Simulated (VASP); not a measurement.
OSZICAR of a VASP run on WSi$_{2}$ (MoSi2 type):

**OSZICAR**
```
       N       E                     dE             d eps       ncg     rms          rms(c)
DAV:   1     0.126568605958E+03    0.12657E+03   -0.11224E+04  5880   0.148E+03
DAV:   2    -0.212621591724E+02   -0.14783E+03   -0.14602E+03  6748   0.360E+02
DAV:   3    -0.256637802942E+02   -0.44016E+01   -0.42703E+01  8050   0.518E+01
DAV:   4    -0.256951911591E+02   -0.31411E-01   -0.31396E-01  6559   0.520E+00
DAV:   5    -0.256956033130E+02   -0.41215E-03   -0.41213E-03  7931   0.595E-01    0.247E+01
DAV:   6    -0.249196995349E+02    0.77590E+00   -0.48146E+00  7084   0.161E+01    0.831E+00
DAV:   7    -0.248386189741E+02    0.81081E-01   -0.32032E-01  6657   0.335E+00    0.449E+00
DAV:   8    -0.248157421044E+02    0.22877E-01   -0.48628E-02  7532   0.197E+00    0.307E-01
DAV:   9    -0.248153511904E+02    0.39091E-03   -0.13822E-03  7091   0.304E-01    0.181E-01
DAV:  10    -0.248152778508E+02    0.73340E-04   -0.33884E-04  7231   0.185E-01    0.346E-02
DAV:  11    -0.248152711629E+02    0.66879E-05   -0.39177E-05  7252   0.523E-02    0.140E-02
DAV:  12    -0.248152710143E+02    0.14859E-06   -0.16939E-06  7350   0.947E-03    0.333E-03
DAV:  13    -0.248152704111E+02    0.60318E-06   -0.25533E-07  6224   0.503E-03    0.522E-04
DAV:  14    -0.248152703399E+02    0.71241E-07   -0.14417E-08  3556   0.126E-03
   1 F= -.24815270E+02 E0= -.24815280E+02  d E =-.248153E+02
       N       E                     dE             d eps       ncg     rms          rms(c)
DAV:   1    -0.248153039327E+02   -0.33522E-04   -0.93118E-04  6454   0.301E-01    0.264E-02
DAV:   2    -0.248152888064E+02    0.15126E-04   -0.36742E-05  7651   0.506E-02    0.141E-02
DAV:   3    -0.248152836489E+02    0.51576E-05   -0.12550E-05  7476   0.277E-02    0.398E-03
DAV:   4    -0.248152836148E+02    0.34063E-07   -0.60291E-07  6398   0.639E-03
   2 F= -.24815284E+02 E0= -.24815294E+02  d E =-.132749E-04
```

Question: Which electronic solver shows in the log?

Answer: It is blocked Davidson (ALGO = Normal, or the opening steps of other solvers). The INCAR had ALGO = Normal.

Question: Can the final energy be trusted as converged?

Answer: The run converged. It stopped with EDIFF = 1E-7, NELM = 100, NSW = 30 and EDIFFG = -0.01 after 2 ionic steps (PBE GGA, plane waves, VASP's PBE PAW potentials (set 64)).

The compound is WSi2 in the MoSi2 type structure. This run relaxes it. Symmetry was kept, so distortions that lower it aren't found.
